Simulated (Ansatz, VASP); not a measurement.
# TeIrS (1T-IrSTe monolayer): VASP beside Ansatz, part 2 of 2

Wanted: the spread between two codes on one cell, functional and k mesh. The structure shown is the start of the Ansatz relaxation below; VASP solves that cell, so the two are compared at the walk's first step.

VASP 6.6.1 and Ansatz 0.2.0.

So far: The structure; Ansatz: relaxation, PBE with D3(BJ).

## 3. VASP: single point, PBE with D3(BJ), start cell

Level of this step: PBE with D3(BJ), zero-moment start; plane waves and PAW (Te, Ir, S) (VASP).

The same cell, functional, mesh and smearing now go to VASP, with its own data sets.

Lines of VASP's logs that name or quote its potential files are left out, and so is its time.

INCAR

```
SYSTEM = TeIrS
PREC = Accurate
ENCUT = 400
EDIFF = 1E-06
NELM = 200
ISMEAR = -1
SIGMA = 0.05
LREAL = .FALSE.
ALGO = Normal
GGA = PE
IVDW = 12
NBANDS = 18
ISPIN = 2
MAGMOM = -0 -0 0
LASPH = .TRUE.
LMAXMIX = 4
LORBIT = 11
LWAVE = .FALSE.
LCHARG = .FALSE.
ISIF = 2
LDIPOL = .TRUE.
IDIPOL = 3
DIPOL = 0.5 0.5 0.503
LVHAR = .TRUE.
GGA_COMPAT = .FALSE.
NELMDL = -8
KPAR = 2
```

POSCAR

```
TeIrS
1.0
    3.5810570000      0.0000000000      0.0000000000
   -1.7905280000      3.1012860000      0.0000000000
    0.0000000000      0.0000000000     36.5816090000
Te Ir S
1 1 1
Direct
    0.6666664805      0.3333333333      0.4619807729
    0.0000000000      0.0000000000      0.5081206242
    0.3333332403      0.6666666667      0.5380192271
```

KPOINTS

```
Automatic mesh
0
Gamma
12 12 1
0 0 0
```

PAW data sets: Te, Ir and S (PBE family, release 64).

Run with:

```console
mpirun -np 2 vasp_std
```

Numbers of over 12 decimals in the logs are rounded to 6 here.

The log of the run:

```text
[banner, memory and clock lines left out]
running    2 mpi-ranks, on    1 nodes
 distrk:  each k-point on    1 cores,    2 groups
 distr:  one band on    1 cores,    1 groups

 POSCAR found type information on POSCAR TeIrS
 POSCAR found :  3 types and       3 ions
 LDA part: xc-table for (Slater+PW92), standard interpolation
 POSCAR, INCAR and KPOINTS ok, starting setup
 FFT: planning ... GRIDC
 FFT: planning ... GRID_SOFT
 FFT: planning ... GRID
 WAVECAR not read
 entering main loop
       N       E                     dE             d eps       ncg     rms          rms(c)
DAV:   1     0.154189881796E+03    0.15419E+03   -0.52047E+03  1368   0.624E+02
DAV:   2     0.627868000788E+00   -0.15356E+03   -0.13980E+03  2176   0.158E+02
DAV:   3    -0.167342782705E+02   -0.17362E+02   -0.17143E+02  1832   0.628E+01
DAV:   4    -0.171160441217E+02   -0.38177E+00   -0.37967E+00  1870   0.121E+01
DAV:   5    -0.171257523180E+02   -0.97082E-02   -0.97067E-02  2150   0.171E+00
DAV:   6    -0.171258133870E+02   -0.61069E-04   -0.61068E-04  1930   0.120E-01
DAV:   7    -0.171258152558E+02   -0.18688E-05   -0.18684E-05  2240   0.197E-02
DAV:   8    -0.171258152691E+02   -0.13285E-07   -0.13502E-07  1570   0.160E-03    0.179E+01
DAV:   9    -0.166604494602E+02    0.46537E+00   -0.25884E+00  2104   0.172E+01    0.910E+00
DAV:  10    -0.166363515000E+02    0.24098E-01   -0.11857E+00  2052   0.128E+01    0.430E+00
DAV:  11    -0.165306986008E+02    0.10565E+00   -0.34014E-01  1892   0.710E+00    0.101E+00
DAV:  12    -0.165267968955E+02    0.39017E-02   -0.44219E-02  1704   0.117E+00    0.478E-01
DAV:  13    -0.165269546050E+02   -0.15771E-03   -0.44030E-03  1656   0.421E-01    0.394E-01
DAV:  14    -0.165269773637E+02   -0.22759E-04   -0.92004E-04  1862   0.218E-01    0.173E-01
[...]
DAV:  21    -0.165269030105E+02   -0.30030E-04   -0.12672E-06  1432   0.464E-03    0.233E-03
DAV:  22    -0.165269196764E+02   -0.16666E-04   -0.74026E-07  1416   0.303E-03    0.176E-03
DAV:  23    -0.165269310678E+02   -0.11391E-04   -0.22549E-07  1456   0.231E-03    0.839E-04
DAV:  24    -0.165269369508E+02   -0.58830E-05   -0.84778E-08  1436   0.170E-03    0.670E-04
DAV:  25    -0.165269412046E+02   -0.42538E-05   -0.25794E-08  1424   0.875E-04    0.366E-04
DAV:  26    -0.165269476285E+02   -0.64239E-05   -0.83254E-08  1316   0.775E-04    0.472E-04
DAV:  27    -0.165269492248E+02   -0.15962E-05   -0.23082E-08  1396   0.458E-04    0.230E-04
DAV:  28    -0.165269499933E+02   -0.76852E-06   -0.57405E-09  1372   0.241E-04
   1 F= -.17496125E+02 E0= -.17487142E+02  d E =-.179657E-01  mag=    -0.0000
```

OUTCAR, selected parts (step 3):

```text
ion  position               nearest neighbor table
   1  0.667  0.333  0.462-   2 2.67   2 2.67   2 2.67
   2  0.000  0.000  0.508-   3 2.34   3 2.34   3 2.34   1 2.67   1 2.67   1 2.67
   3  0.333  0.667  0.538-   2 2.34   2 2.34   2 2.34

  LATTYP: Found a hexagonal cell.
 ALAT       =     3.5810570000
 C/A-ratio  =    10.2153104516

 Subroutine GETGRP returns: Found  6 space group operations
 (whereof  6 operations were pure point group operations)

The static configuration has the point symmetry C_3v.

 Found     19 irreducible k-points:

   k-points           NKPTS =     19   k-points in BZ     NKDIM =     19   number of bands    NBANDS=     18

   dimension x,y,z NGX =    24 NGY =   24 NGZ =  240
   dimension x,y,z NGXF=    48 NGYF=   48 NGZF=  480

   ENCUT  =  400.0 eV  29.40 Ry    5.42 a.u.   5.84  5.84 59.66*2*pi/ulx,y,z

   NELECT =      21.0000    total number of electrons

 k-points in reciprocal lattice and weights: Automatic mesh
   0.00000000  0.00000000  0.00000000       0.007
   0.08333333  0.00000000  0.00000000       0.042
   0.16666667  0.00000000  0.00000000       0.042
   0.25000000  0.00000000  0.00000000       0.042
   0.33333333  0.00000000  0.00000000       0.042
   0.41666667  0.00000000  0.00000000       0.042
   0.50000000  0.00000000  0.00000000       0.021
   0.08333333  0.08333333  0.00000000       0.042
   0.16666667  0.08333333  0.00000000       0.083
[...]
0.33333333  0.25000000  0.00000000       0.083
   0.33333333  0.33333333  0.00000000       0.014

 dipolmoment           0.000000      0.000000      0.046170 electrons x Angstroem

 average (electrostatic) potential at core
       1 -97.8516       2 -61.4571       3 -95.3581

 E-fermi :  -2.9949

 spin component 1
 k-point     1 :       0.0000    0.0000    0.0000
  band No.  band energies     occupation
    ...
      5      -8.5374      1.00000
      6      -5.5890      1.00000
      7      -5.5890      1.00000
      8      -5.5304      1.00000
      9      -3.3207      0.99852
     10      -2.7849      0.01480
     11      -2.7849      0.01480
     12       0.4228      0.00000
     13       0.4228      0.00000
     14       0.6384      0.00000
    ...

 k-point     2 :       0.0833    0.0000    0.0000
  band No.  band energies     occupation
    ...
      5      -8.4869      1.00000
      6      -5.7341      1.00000
      7      -5.6650      1.00000
      8      -5.4240      1.00000
      9      -3.7263      1.00000
     10      -2.7530      0.00786
     11      -2.6287      0.00066
     12      -0.2206      0.00000
     13       0.2411      0.00000
     14       0.8240      0.00000
    ...

 k-point     3 :       0.1667    0.0000    0.0000
  band No.  band energies     occupation
    ...
      5      -8.3543      1.00000
      6      -6.2592      1.00000
      7      -5.8192      1.00000
      8      -5.3005      1.00000
      9      -4.1691      1.00000
     10      -2.7692      0.01085
     11      -2.6166      0.00052
     12      -1.1382      0.00000
     13      -0.0865      0.00000
     14       1.2367      0.00000
    ...

 k-point     4 :       0.2500    0.0000    0.0000
  band No.  band energies     occupation
    ...
      7      -5.9020      1.00000
      8      -5.3876      1.00000
      9      -4.2717      1.00000
     10      -3.0716      0.82264
     11      -3.0179      0.61304
     12      -1.4134      0.00000
     13      -0.2692      0.00000
     14       1.8107      0.00000
     15       2.2049      0.00000
     16       2.5990      0.00000
    ...

 k-point     5 :       0.3333    0.0000    0.0000
  band No.  band energies     occupation
    ...
      7      -5.7907      1.00000
      8      -5.5968      1.00000
      9      -4.5760      1.00000
     10      -3.4976      0.99996
     11      -3.4823      0.99994
     12      -1.2103      0.00000
     13      -0.2869      0.00000
     14       1.5927      0.00000
     15       2.5816      0.00000
     16       2.9865      0.00000
    ...

 k-point     6 :       0.4167    0.0000    0.0000
  band No.  band energies     occupation
    ...
      7      -5.8590      1.00000
      8      -5.4795      1.00000
      9      -4.7379      1.00000
     10      -4.0543      1.00000
     11      -3.9157      1.00000
     12      -0.8845      0.00000
     13      -0.2570      0.00000
     14       1.2700      0.00000
     15       2.4360      0.00000
     16       3.4662      0.00000
    ...

 Edisp (eV)   -0.96918

  Total       1.21482     1.21482     1.37108     0.00000     0.00000    -0.00000
  in kB       4.79080     4.79080     5.40702     0.00000     0.00000    -0.00000
  external pressure =        5.00 kB  Pullay stress =        0.00 kB

  energy-cutoff  :      400.00
  volume of cell :      406.27
      direct lattice vectors                 reciprocal lattice vectors
     3.581057000  0.000000000  0.000000000     0.279247161  0.161223396  0.000000000
    -1.790528000  3.101286000  0.000000000     0.000000000  0.322446882  0.000000000
     0.000000000  0.000000000 36.581609000     0.000000000  0.000000000  0.027336140

 POSITION                                       TOTAL-FORCE (eV/Angst)
 -----------------------------------------------------------------------------------
      1.79053      1.03376     16.90000         0.000000      0.000000     -0.660436
      0.00000      0.00000     18.58787        -0.000000     -0.000000      0.416860
      0.00000      2.06752     19.68161         0.000000      0.000000      0.243577
 -----------------------------------------------------------------------------------
    total drift:                                0.000342      0.000001     -0.000993

  FREE ENERGIE OF THE ION-ELECTRON SYSTEM (eV)
  ---------------------------------------------------
  free  energy   TOTEN  =       -17.4961252306 eV

  energy  without entropy=      -17.4781594815  energy(sigma->0) =      -17.48714236

 vacuum level on the upper side and lower side of the slab         2.263         1.511

 total charge
# of ion       s       p       d       tot
------------------------------------------
    1        1.396   1.923   0.061   3.380
    2        0.659   0.659   7.160   8.478
    3        1.348   2.276   0.000   3.624
--------------------------------------------------
tot          3.402   4.858   7.221  15.482

 magnetization (x)
# of ion       s       p       d       tot
------------------------------------------
    1        0.000  -0.000  -0.000  -0.000
    2       -0.000  -0.000  -0.000  -0.000
    3        0.000   0.000   0.000   0.000
--------------------------------------------------
tot          0.000  -0.000  -0.000  -0.000

[... 6 further parts left out ...]
```

This run allows spin, but its moments start at zero, where symmetry between the spins tends to hold them, although Ir can carry a moment. Its electron count is odd, so without a moment it is a metal by construction.

## 4. Comparison

Known differences besides the potentials themselves: Ansatz cuts the interaction across the vacuum, VASP repeats the sheet with a dipole correction; the data sets hold 39 valence electrons in Ansatz (on its default PAW (the set named soft_2) files) and 21 in VASP; the cutoff is 420 eV in Ansatz and 400 eV in VASP. Total energies have different zeros and are not compared.

Forces (eV/Å; atoms numbered as in POSCAR):

| atom | Ansatz x, y, z | VASP x, y, z |
| --- | --- | --- |
| Te1 | 0.000, 0.000, -0.658 | 0.000, 0.000, -0.660 |
| Ir2 | 0.000, 0.000, 0.454 | 0.000, 0.000, 0.417 |
| S3 | 0.000, 0.000, 0.204 | 0.000, 0.000, 0.244 |

The forces differ by 18 meV/Å r.m.s., which is 6.7 % of the r.m.s. force of 0.273 eV/Å (both taken over all components). Moments aren't recorded for both runs of this pair, so they may hold unlike magnetic states. With vacuum in the cell, a pressure given here is an average over mostly empty space and none of the material.

## 5. Results

| Item | Value |
| --- | --- |
| r.m.s. force difference (single point, PBE with D3(BJ), start cell) | 6.7 % of the r.m.s. force |

**Reading.** The r.m.s. force difference is 6.7 % of the r.m.s. force (single point, PBE with D3(BJ), start cell), beyond the 3 % picked in this series as the mark of a large difference. The data sets hold unlike numbers of valence electrons (39 in Ansatz and 21 in VASP), so part of the differences comes from the potentials. What causes the difference of the single point, PBE with D3(BJ), start cell pair stays open here. 1 further run of this series is not shown here. How closely two codes agree says nothing of how well the functional describes the real material.

[Lines on the potential files, build, host, timing and source positions are cut from VASP's logs without a mark.]

[Logs are printed without paths, hosts, clocks, repeated set-up lines and the standing remarks that a program may print on its own settings, such as how far it seeks lower states.]

[Hosts, paths, dates, database ids (printed as entryN), source tags and the programs' standing remarks are cut or masked in the printed files.]
